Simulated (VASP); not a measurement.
Level of theory: PBE GGA, VASP's PBE PAW potentials (set 64) (plane waves; VASP).

Input for VASP

**INCAR**
```
SYSTEM = CsSnI3
PREC = Accurate
ENCUT = 300
EDIFF = 1E-6
NELM = 100
ALGO = Normal
LREAL = .FALSE.
LASPH = .TRUE.
ISMEAR = -1
SIGMA = 0.05
GGA = PE
LMAXMIX = 4
LWAVE = .FALSE.
LCHARG = .FALSE.
ISIF = 2
```

### KPOINTS
```
Automatic mesh
0
Gamma
3 3 3
0 0 0
```

### POSCAR
```
CsSnI3
1.0
  6.2095880000   0.0000000000   0.0000000000
  0.0000000000   6.2095880000   0.0000000000
  0.0000000000   0.0000000000   6.2095880000
Cs Sn I
1 1 3
direct
  0.0000000000   0.0000000000   0.0000000000
  0.5000000000   0.5000000000   0.5000000000
  0.5000000000   0.0000000000   0.5000000000
  0.0000000000   0.5000000000   0.5000000000
  0.5000000000   0.5000000000   0.0000000000
```

POTCAR, in this order: Cs_sv Sn_d I (PBE.64 set). Program: vasp_std.

What will the output report for the number of irreducible k-points (NKPTS), largest plane-wave count, number of space-group operations, FFT grid (NGX, NGY, NGZ)?

| Item | Result |
|---|---|
| number of irreducible k-points (NKPTS) | 4 |
| largest plane-wave count | 2844 |
| number of space-group operations | 48 |
| FFT grid (NGX, NGY, NGZ) | 36 × 36 × 36 |

The structure is a typed CsSnI3 crystal (Pm-3m). The cell was not relaxed at this level, and its volume differs by -5.9 % from the start's.
